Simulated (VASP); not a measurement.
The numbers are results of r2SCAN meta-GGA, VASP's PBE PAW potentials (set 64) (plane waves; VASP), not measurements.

The input files of a VASP run:

**KPOINTS**
```
Automatic mesh
0
Gamma
8 8 8
0 0 0
```

POSCAR:
```
AgCl
5.5351830
  0.0000000000   0.4999999876   0.4999999876
  0.4999999876   0.0000000000   0.4999999876
  0.4999999876   0.4999999876   0.0000000000
Ag Cl
1 1
Direct
  0.0000000000   1.0000000000   0.0000000000
  0.5000000000   0.5000000000   0.5000000000
```

**INCAR**
```
# general
SYSTEM  = AgCl
PREC    = Accurate
ENCUT   = 480
LREAL   = .False.
LASPH   = .True.

# electronic loop
EDIFF   = 1E-7
NELM    = 100
ALGO    = Normal
LMAXMIX = 4
LMIXTAU = .True.

# smearing
ISMEAR  = 0
SIGMA   = 0.05

# functional
METAGGA = R2SCAN

# ions
ISIF    = 2

# output
LWAVE   = .False.
LCHARG  = .False.
```

POTCAR, in this order: Ag Cl (PBE.64 set). Program: vasp_std.

Output

**OSZICAR**
```
       N       E                     dE             d eps       ncg     rms          rms(c)
DAV:   1     0.727651991301E+02    0.72765E+02   -0.86035E+03   770   0.119E+03
DAV:   2    -0.296604628736E+02   -0.10243E+03   -0.96634E+02   909   0.253E+02
DAV:   3    -0.336755889742E+02   -0.40151E+01   -0.40010E+01   869   0.542E+01
DAV:   4    -0.337087071117E+02   -0.33118E-01   -0.33113E-01   869   0.548E+00
DAV:   5    -0.337092078924E+02   -0.50078E-03   -0.50078E-03   884   0.675E-01    0.684E+00
DAV:   6    -0.285843640297E+02    0.51248E+01   -0.45864E+00   754   0.258E+01    0.681E+00
DAV:   7    -0.286531261563E+02   -0.68762E-01   -0.23376E-01   764   0.646E+00    0.409E+00
DAV:   8    -0.285864463204E+02    0.66680E-01   -0.23182E-01   754   0.524E+00    0.121E+00
DAV:   9    -0.286365087001E+02   -0.50062E-01   -0.51616E-02   759   0.257E+00    0.447E-01
DAV:  10    -0.286415149485E+02   -0.50062E-02   -0.58396E-03   779   0.107E+00    0.224E-01
DAV:  11    -0.286418676752E+02   -0.35273E-03   -0.51588E-03   804   0.666E-01    0.121E-01
DAV:  12    -0.286422485392E+02   -0.38086E-03   -0.11456E-03   759   0.353E-01    0.651E-02
DAV:  13    -0.286423514031E+02   -0.10286E-03   -0.49361E-04   754   0.327E-01    0.479E-02
DAV:  14    -0.286424718303E+02   -0.12043E-03   -0.39911E-05   794   0.690E-02    0.352E-02
DAV:  15    -0.286424734196E+02   -0.15892E-05   -0.39716E-05   764   0.807E-02    0.632E-03
DAV:  16    -0.286424736731E+02   -0.25356E-06   -0.33258E-06   784   0.212E-02    0.158E-03
DAV:  17    -0.286424739104E+02   -0.23727E-06   -0.15493E-07   562   0.457E-03    0.167E-03
DAV:  18    -0.286424739467E+02   -0.36315E-07   -0.31805E-08   422   0.299E-03
   1 F= -.28642474E+02 E0= -.28642474E+02  d E =-.465072E-13
```

### OUTCAR
```
------------------------ aborting loop because EDIFF is reached ----------------------------------------
  FORCE on cell =-STRESS in cart. coord.  units (eV):
  Direction    XX          YY          ZZ          XY          YZ          ZX
  --------------------------------------------------------------------------------------
  Total        0.0497639      0.0497639      0.0497639      0.0000000      0.0000000      0.0000000
  in kB        1.8805666      1.8805666      1.8805666      0.0000000      0.0000000      0.0000000
  external PRESSURE =       1.8805666 kB  Pullay stress =       0.0000000 kB
  volume of cell :       42.40
      direct lattice vectors                 reciprocal lattice vectors
     0.000000000  2.767591431  2.767591431    -0.180662505  0.180662505  0.180662505
     2.767591431  0.000000000  2.767591431     0.180662505 -0.180662505  0.180662505
     2.767591431  2.767591431  0.000000000     0.180662505  0.180662505 -0.180662505
  FREE ENERGIE OF THE ION-ELECTRON SYSTEM (eV)
  ---------------------------------------------------
  free  energy   TOTEN  =       -28.6424739467 eV

  energy  without entropy=      -28.6424739467  energy(sigma->0) =      -28.64247395
```
(Selected blocks of OUTCAR.)

**OUTCAR**
```
 val. band max:        3.6146794275   @ k =   0.5000   0.0000   0.0000

 cond. band min:       5.0365804331   @ k =   0.0000   0.0000   0.0000


 Fermi energy:         3.8543310118

 k-point     1 :       0.0000    0.0000    0.0000
  band No.  band energies     occupation
      1     -12.2409      2.00000
      2       1.1441      2.00000
      3       1.1441      2.00000
      4       1.1441      2.00000
      5       1.1577      2.00000
      6       1.1577      2.00000
      7       1.1577      2.00000
      8       1.2084      2.00000
      9       1.2084      2.00000
     10       5.0366      0.00000
     11      14.9504      0.00000
     12      14.9504      0.00000
     13      14.9504      0.00000

 k-point     2 :       0.1250    0.0000    0.0000
  band No.  band energies     occupation
      1     -12.1804      2.00000
      2       0.3566      2.00000
      3       0.4153      2.00000
      4       0.4153      2.00000
      5       1.2129      2.00000
      6       1.2129      2.00000
      7       1.4335      2.00000
      8       2.0056      2.00000
      9       2.0056      2.00000
     10       5.7268      0.00000
     11      13.5700      0.00000
     12      14.6814      0.00000
     13      14.6814      0.00000

 k-point     3 :       0.2500    0.0000    0.0000
  band No.  band energies     occupation
      1     -12.0284      2.00000
      2      -0.6854      2.00000
      3      -0.1832      2.00000
      4      -0.1832      2.00000
      5       1.3386      2.00000
      6       1.3386      2.00000
      7       1.6030      2.00000
      8       2.7929      2.00000
      9       2.7929      2.00000
     10       7.0527      0.00000
     11      11.9312      0.00000
     12      13.4211      0.00000
     13      13.4211      0.00000

 k-point     4 :       0.3750    0.0000    0.0000
  band No.  band energies     occupation
      1     -11.8671      2.00000
      2      -1.4784      2.00000
      3      -0.5646      2.00000
...
```

The compound is AgCl in the rock salt structure. It was relaxed first.
